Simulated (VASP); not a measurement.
SiC (zinc blende), at 1.04 of the tabulated volume:

```
CELL_PARAMETERS angstrom
      0.00000     2.20869     2.20869
      2.20869     0.00000     2.20869
      2.20869     2.20869     0.00000
ATOMIC_POSITIONS crystal
  Si 0.00000 0.00000 0.00000
  C  0.25000 0.25000 0.25000
```

The lowest empty band near X, direction across the valley's axis, from PBE with spin-orbit coupling in VASP (PAW); its two spin partners are averaged. The gap over the points computed is 1.39 eV, and the next band on that side lies 2.79 eV away at the edge.

Settings: 520 eV cut-off, 11×11×11 Γ-centred mesh, Gaussian smearing of 0.050 eV, potentials Si C.

| distance from the edge in k (1/Å) | distance in energy (meV) |
|---|---|
| 0.018 | 5.3 |
| 0.025 | 10.4 |
| 0.035 | 20.3 |
| 0.050 | 41.2 |
| 0.070 | 80.1 |

Q: Fit E(1 + αE) = ħ²k²/2m* (ħ²/2m0 = 3.810 eV Å²) and predict the row at 0.095 1/Å.

A: Least squares on the energies gives the electron mass m* = 0.229 m0 and α = 0.22 per eV, and so 145.5 meV. The run gave 146.0 meV, +0.5 meV from the fit.

Left out are points under 3 meV from the edge, since the levels carry 0.1 meV, and points farther than half the way to the next band.

The compound is SiC in the zinc blende structure. The cell was not relaxed at this level.
